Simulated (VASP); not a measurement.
These are PBE GGA with D3 dispersion (Becke-Johnson damping), VASP's PBE PAW potentials (set 64) (plane waves; VASP 6.6.1) values and carry that method's errors.

Input for VASP

### KPOINTS
```
Automatic mesh
0
Gamma
17 17 17
0 0 0
```

File POSCAR:
```
V
1.4608020
 -1.0000000290   1.0000000290   1.0000000290
  1.0000000290  -1.0000000290   1.0000000290
  1.0000000290   1.0000000290  -1.0000000290
V
1
Direct
  0.0000000000   0.0000000000   0.0000000000
```

INCAR:
```
ALGO  =  Normal
EDIFF  =  1E-7
ENCUT  =  520
GGA  =  PE
ISIF  =  2
ISMEAR  =  1
IVDW  =  12
LASPH  =  .TRUE.
LCHARG  =  .FALSE.
LMAXMIX  =  4
LREAL  =  .FALSE.
LWAVE  =  .FALSE.
NELM  =  100
PREC  =  Accurate
SIGMA  =  0.1
SYSTEM  =  V
```

POTCAR, in this order: V_sv (PBE.64 set). Program: vasp_std.

The resulting files:

OSZICAR:
```
       N       E                     dE             d eps       ncg     rms          rms(c)
DAV:   1     0.849864994394E+02    0.84986E+02   -0.73836E+03  3300   0.144E+03
DAV:   2    -0.876120181173E+01   -0.93748E+02   -0.91725E+02  3384   0.371E+02
DAV:   3    -0.101824531736E+02   -0.14213E+01   -0.13775E+01  3450   0.531E+01
DAV:   4    -0.101906280972E+02   -0.81749E-02   -0.81737E-02  3350   0.439E+00
DAV:   5    -0.101907267500E+02   -0.98653E-04   -0.98653E-04  3414   0.467E-01    0.205E+01
DAV:   6    -0.896959260033E+01    0.12211E+01   -0.45833E+00  3316   0.330E+01    0.285E+00
DAV:   7    -0.894776267100E+01    0.21830E-01   -0.30804E-02  3342   0.223E+00    0.122E+00
DAV:   8    -0.894041580210E+01    0.73469E-02   -0.70098E-03  3318   0.151E+00    0.935E-02
DAV:   9    -0.894040489556E+01    0.10907E-04   -0.22991E-04  3336   0.253E-01    0.320E-02
DAV:  10    -0.894040865487E+01   -0.37593E-05   -0.96148E-06  3328   0.416E-02    0.113E-03
DAV:  11    -0.894040900308E+01   -0.34821E-06   -0.10055E-07  1842   0.481E-03    0.729E-04
DAV:  12    -0.894040927760E+01   -0.27453E-06   -0.24006E-08  1652   0.288E-03    0.396E-04
DAV:  13    -0.894040931451E+01   -0.36904E-07   -0.45060E-09  1650   0.113E-03
   1 F= -.96762841E+01 E0= -.96760520E+01  d E =-.696457E-03
```

### OUTCAR
```
------------------------ aborting loop because EDIFF is reached ----------------------------------------
 Edisp (eV)   -0.73587
  FORCE on cell =-STRESS in cart. coord.  units (eV):
  Direction    XX          YY          ZZ          XY          YZ          ZX
  --------------------------------------------------------------------------------------
  Total       0.51032     0.51032     0.51032     0.00000     0.00000     0.00000
  in kB      65.57259    65.57259    65.57259     0.00000     0.00000     0.00000
  external pressure =       65.57 kB  Pullay stress =        0.00 kB
  volume of cell :       12.47
      direct lattice vectors                 reciprocal lattice vectors
    -1.460802042  1.460802042  1.460802042     0.000000000  0.342277725  0.342277725
     1.460802042 -1.460802042  1.460802042     0.342277725  0.000000000  0.342277725
     1.460802042  1.460802042 -1.460802042     0.342277725  0.342277725  0.000000000
 POSITION                                       TOTAL-FORCE (eV/Angst)
 -----------------------------------------------------------------------------------
      0.00000      0.00000      0.00000         0.000000      0.000000      0.000000
 -----------------------------------------------------------------------------------
    total drift:                                0.000000     -0.000000      0.000000
  FREE ENERGIE OF THE ION-ELECTRON SYSTEM (eV)
  ---------------------------------------------------
  free  energy   TOTEN  =        -9.6762841126 eV

  energy  without entropy=       -9.6755876559  energy(sigma->0) =       -9.67605196
```
(Selected blocks of OUTCAR.)

The compound is V in the bcc structure. This cell is one point of a volume scan, at 0.97 of the reference volume. The run is not spin-polarised, so no magnetic state was tried.
